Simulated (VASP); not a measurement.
A convergence study with VASP on TiO₂ (rutile): one setting is varied, all else stays as given below, so the limit is that of these other settings.

```
CELL_PARAMETERS angstrom
      4.59000     0.00000     0.00000
      0.00000     4.59000     0.00000
      0.00000     0.00000     2.96000
ATOMIC_POSITIONS crystal
  Ti 0.00000 0.00000 0.00000
  Ti 0.50000 0.50000 0.50000
  O  0.30500 0.30500 0.00000
  O  0.80500 0.19500 0.50000
  O  0.19500 0.80500 0.50000
  O  0.69500 0.69500 0.00000
```

Computed with PBEsol GGA, VASP's PBE PAW potentials (set 64) (plane waves; VASP 6.6.1). The tightest run used: 700 eV cut-off, 12×12×16 Γ-centred mesh, tetrahedra with Blöchl corrections, potentials Ti_sv O.

Gaps are read on the run's mesh, which can miss a band edge.

Q: The settings run are 2×2×3 mesh; 3×3×4 mesh; 4×4×5 mesh; 4×4×6 mesh; 5×5×7 mesh; 6×6×8 mesh; 7×7×9 mesh; 8×8×10 mesh; 8×8×11 mesh; 9×9×12 mesh; 10×10×13 mesh; 10×10×14 mesh; 11×11×15 mesh; 12×12×16 mesh. From which on does the energy per atom stay within 0.001 eV/atom of the tightest run?

A: From 4×4×5 mesh on: it is off by 0.0004 there and by no more than 0.001 in any finer run, while 3×3×4 mesh is off by 0.0023.
| setting | E (eV/atom) | pressure (GPa) | largest force (eV/Å) | gap on the mesh (eV) | irreducible k-points | difference judged (eV/atom) |
|---|---|---|---|---|---|---|
| 2×2×3 mesh | -9.3371 | -1.08 | 0.034 | 1.797 | 6 | 0.0153 |
| 3×3×4 mesh | -9.3500 | -1.27 | 0.061 | 1.829 | 9 | 0.0023 |
| 4×4×5 mesh | -9.3520 | -1.31 | 0.055 | 1.835 | 18 | 0.0004 |
| 4×4×6 mesh | -9.3522 | -1.32 | 0.057 | 1.835 | 24 | 0.0002 |
| 5×5×7 mesh | -9.3523 | -1.31 | 0.057 | 1.835 | 24 | 0.0000 |
| 6×6×8 mesh | -9.3524 | -1.32 | 0.057 | 1.836 | 50 | 0.0000 |
| 7×7×9 mesh | -9.3524 | -1.32 | 0.057 | 1.836 | 50 | 0.0000 |
| 8×8×10 mesh | -9.3524 | -1.33 | 0.057 | 1.836 | 90 | 0.0000 |
| 8×8×11 mesh | -9.3524 | -1.32 | 0.057 | 1.836 | 90 | 0.0000 |
| 9×9×12 mesh | -9.3524 | -1.32 | 0.057 | 1.836 | 105 | 0.0000 |
| 10×10×13 mesh | -9.3524 | -1.32 | 0.057 | 1.836 | 147 | 0.0000 |
| 10×10×14 mesh | -9.3524 | -1.32 | 0.057 | 1.836 | 168 | 0.0000 |
| 11×11×15 mesh | -9.3524 | -1.32 | 0.057 | 1.836 | 168 | 0.0000 |
| 12×12×16 mesh | -9.3524 | -1.32 | 0.057 | 1.836 | 252 | 0.0000 |

Left out are rungs that failed or repeat a setting and relaxations that didn't move; long series are thinned to 24 rows.

The compound is TiO2 in the rutile structure. The cell was not relaxed at this level.
